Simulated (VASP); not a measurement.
The input files of a VASP run:

KPOINTS:
```
kpoints
0
gamma
10 10 8
```

**INCAR**
```
! general
SYSTEM = MgB2
PREC   = Accurate
ENCUT  = 600
LREAL  = F   ! projection in real space or not
LASPH  = T

! electronic loop
EDIFF  = 1E-7
NELM   = 100   ! most electronic steps
ALGO   = Normal   ! blocked Davidson

! smearing
ISMEAR = 1   ! Methfessel-Paxton
SIGMA  = 0.1   ! width (eV)

! functional
GGA    = PS   ! PBEsol

! ions
ISIF   = 2   ! forces and stress, cell fixed

! output
LWAVE  = F
LCHARG = F
```

POSCAR:
```
MgB2
3.0716250
  0.5000000124  -0.8660252662   0.0000000000
  0.5000000124   0.8660252662   0.0000000000
  0.0000000000   0.0000000000   1.1307942935
Mg B
1 2
Cartesian
  0.0000000000   0.0000000000   0.0000000000
  0.5000000124   0.3130927091   0.5653971468
  0.5000000124  -0.2886756661   0.5653971468
```

POTCAR, in this order: Mg B (PBE.64 set). Program: vasp_std.

### Question
Write an equivalent input for Quantum ESPRESSO's pw.x.

### Answer
One equivalent input (not run):
```
&CONTROL
  calculation = 'scf'
  pseudo_dir = './pseudo'
  outdir = './out'
  tprnfor = .true.
  tstress = .true.
/
&SYSTEM
  ibrav = 0
  nat = 3
  ntyp = 2
  ecutwfc = 84
  occupations = 'smearing'
  smearing = 'methfessel-paxton'
  degauss = 0.00735
  input_dft = 'pbesol'
/
&ELECTRONS
  conv_thr = 7.3e-09
  electron_maxstep = 100
/
ATOMIC_SPECIES
  Mg 24.305 Mg.upf
  B 10.810 B.upf
CELL_PARAMETERS angstrom
     1.5358125   -2.6601049    0.0000000
     1.5358125    2.6601049    0.0000000
     0.0000000    0.0000000    3.4733760
ATOMIC_POSITIONS crystal
  Mg   0.0000000  0.0000000  0.0000000
  B    0.3192358  0.6807642  0.5000000
  B    0.6666670  0.3333330  0.5000000
K_POINTS automatic
  10 10 8 0 0 0
```
Limits of the translation: the potentials are each code's own (VASP's PAW set, PseudoDojo norm-conserving files in pw.x), so ENCUT and ecutwfc are chosen apart and not converted; conv_thr bounds pw.x's estimated SCF error, while EDIFF bounds the energy change between steps.

The compound is MgB2 in the AlB2 type structure. This cell was strained or had an atom moved on purpose.
